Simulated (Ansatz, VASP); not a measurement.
## One calculation of Y3As, two programs

```
CELL_PARAMETERS angstrom
4.67589 0.00000 0.00000
0.00000 4.67589 0.00000
0.00000 0.00000 4.67589
ATOMIC_POSITIONS crystal
Y 0.00000 0.50000 0.50000
Y 0.50000 0.00000 0.50000
Y 0.50000 0.50000 0.00000
As 0.00000 0.00000 0.00000
```

Change from the starting cell: species swapped into the NdTl3 type (Pm-3m, No. 221).

Alike in both runs: functional PBE; k mesh 4 × 4 × 4; occupations gaussian, width 0.1 eV; no spin polarisation.

Ansatz relaxed the structure, and its values are those at the end. VASP's run is a single point on that final structure, the one shown.

|  | VASP | Ansatz |
| --- | --- | --- |
| version | VASP 6.6.1 | Ansatz 0.2.0 |
| potentials or method | VASP PAW PBE potentials, release 64 (Y_sv, As) | scalar-relativistic, plane waves, PAW |
| plane-wave cutoff (eV) | 520 | 420 |
| valence electrons in the cell | 38 | 48 |

```tsv
	VASP	Ansatz	Ansatz less VASP
gap on the k mesh at the Fermi level (eV)	none	none	-
pressure (GPa)	-0.2	-0.1	+0.07
```

A gap of «none» marks a metal or a gap that the smearing closes. The two sets of potentials don't hold the same shells in valence.
